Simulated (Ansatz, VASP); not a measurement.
# One calculation of Mg5ZrN2, two programs

```
CELL_PARAMETERS angstrom
3.19334 0.00000 0.00000
-1.59667 2.76551 0.00000
0.00000 0.00000 15.53780
ATOMIC_POSITIONS crystal
Mg 0.66667 0.33333 0.16133
Mg 0.66667 0.33333 0.83867
Mg 0.00000 0.00000 0.66494
Mg 0.66667 0.33333 0.50000
Mg 0.00000 0.00000 0.33506
Zr 0.00000 0.00000 0.00000
N 0.33333 0.66667 0.08875
N 0.33333 0.66667 0.91125
```

Alike in both runs: functional PBE; k mesh 12 × 12 × 2; occupations gaussian, width 0.1 eV; no spin polarisation.

Ansatz relaxed the structure, and its values are those at the end. VASP's run is a single point on that final structure, the one shown.

|  | VASP | Ansatz |
| --- | --- | --- |
| version | VASP 6.6.1 | Ansatz 0.2.0 |
| potentials or method | VASP PAW PBE potentials, release 64 (Mg, Zr_sv, N) | scalar-relativistic, plane waves, PAW |
| plane-wave cutoff (eV) | 520 | 420 |
| valence electrons in the cell | 32 | 72 |

|  | VASP | Ansatz | Ansatz less VASP |
| --- | --- | --- | --- |
| gap on the k mesh at the Fermi level (eV) | none | none | - |
| pressure (GPa) | -0.1 | 0.0 | +0.14 |
| rms of the force components (eV/Å) | 0.005 | 0.001 | -0.0043 |

A gap of «none» marks a metal or a gap that the smearing closes. With one functional, cell and mesh, what is left measures potentials, basis and numerics. The two sets of potentials don't hold the same shells in valence.
